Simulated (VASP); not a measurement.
Method: PBEsol GGA, VASP's PBE PAW potentials (set 64) (plane waves; VASP).

Input for VASP

### KPOINTS
```
k-points along high-symmetry lines
15
Line-mode
Reciprocal
  0.000000   0.000000   0.000000 ! GAMMA
 -0.500000  -0.500000   0.000000 ! X

 -0.500000  -0.500000   0.000000 ! X
 -0.375000  -0.375000   0.250000 ! U

 -0.375000  -0.000000   0.375000 ! K
  0.000000   0.000000   0.000000 ! GAMMA

  0.000000   0.000000   0.000000 ! GAMMA
 -0.000000   0.000000   0.500000 ! L

 -0.000000   0.000000   0.500000 ! L
 -0.500000  -0.250000   0.250000 ! W

 -0.500000  -0.250000   0.250000 ! W
 -0.500000  -0.500000   0.000000 ! X
```

File POSCAR:
```
ZnSe
3.9843260
  0.0000000000   0.7071068498   0.7071068498
  0.7071068498   0.0000000000   0.7071068498
  0.7071068498   0.7071068498   0.0000000000
Zn Se
1 1
direct
  0.0000000000   0.0000000000   0.0000000000
  0.2500000000   0.2500000000   0.2500000000
```

INCAR:
```
NELM=100   # most electronic steps
SIGMA=0.05   # width (eV)
ISMEAR=0
LREAL=.FALSE.   # projection in real space or not
PREC=Accurate
LORBIT=11   # lm-projected
ICHARG=11
GGA=PS
EDIFF=1E-7   # SCF stop (eV)
ALGO=Normal
SYSTEM=ZnSe
LMAXMIX=4   # l cut-off of mixed one-centre charges
LASPH=.TRUE.   # aspherical one-centre terms
LWAVE=.FALSE.
ENCUT=400   # plane-wave cut-off (eV)
LCHARG=.FALSE.
```

POTCAR, in this order: Zn Se (PBE.64 set). Program: vasp_std. Read from the step before: CHGCAR.

Output

### OSZICAR
```
       N       E                     dE             d eps       ncg     rms          rms(c)
DAV:   1     0.768920422283E+02    0.76892E+02   -0.78296E+03  2340   0.133E+03
DAV:   2    -0.103737053241E+01   -0.77929E+02   -0.74007E+02  2610   0.252E+02
DAV:   3    -0.562925125481E+01   -0.45919E+01   -0.45369E+01  2825   0.628E+01
DAV:   4    -0.566772285549E+01   -0.38472E-01   -0.38461E-01  2640   0.613E+00
DAV:   5    -0.566792660914E+01   -0.20375E-03   -0.20375E-03  2775   0.400E-01
DAV:   6    -0.566792842421E+01   -0.18151E-05   -0.18151E-05  2705   0.384E-02
DAV:   7    -0.566792844708E+01   -0.22871E-07   -0.22870E-07  2613   0.384E-03
   1 F= -.56679284E+01 E0= -.56679284E+01  d E =-.617014E-11
```

File OUTCAR:
```
 val. band max:        1.6392872758   @ k =   0.0000   0.0000   0.0000

 cond. band min:       2.8788144472   @ k =   0.0000   0.0000   0.0000



 k-point     1 :       0.0000    0.0000    0.0000
  band No.  band energies     occupation
      1     -11.7616      2.00000
      2      -4.9800      2.00000
      3      -4.9800      2.00000
      4      -4.9800      2.00000
      5      -4.5919      2.00000
      6      -4.5919      2.00000
      7       1.6393      2.00000
      8       1.6393      2.00000
      9       1.6393      2.00000
     10       2.8788      0.00000
     11       7.3643      0.00000
     12       7.3643      0.00000
     13       7.3643      0.00000

 k-point     2 :      -0.0357   -0.0357    0.0000
  band No.  band energies     occupation
      1     -11.7499      2.00000
      2      -4.9810      2.00000
      3      -4.9772      2.00000
      4      -4.9772      2.00000
      5      -4.5929      2.00000
      6      -4.5911      2.00000
      7       1.4259      2.00000
      8       1.5979      2.00000
      9       1.5979      2.00000
     10       3.1049      0.00000
     11       7.2813      0.00000
     12       7.4255      0.00000
     13       7.4255      0.00000

 k-point     3 :      -0.0714   -0.0714    0.0000
  band No.  band energies     occupation
      1     -11.7149      2.00000
      2      -4.9840      2.00000
      3      -4.9693      2.00000
      4      -4.9693      2.00000
      5      -4.5958      2.00000
      6      -4.5891      2.00000
      7       0.9971      2.00000
      8       1.4798      2.00000
      9       1.4798      2.00000
     10       3.5685      0.00000
     11       7.0601      0.00000
     12       7.6032      0.00000
     13       7.6032      0.00000

 k-point     4 :      -0.1071   -0.1071    0.0000
  band No.  band energies     occupation
      1     -11.6578      2.00000
      2      -4.9887      2.00000
      3      -4.9566      2.00000
      4      -4.9566      2.00000
...
```

The density is held fixed in this step, so its total energy and stress have no physical meaning.

The structure was generated: ZnSe was put into the zinc blende type (F-43m), which need not be its known phase. It was relaxed first.
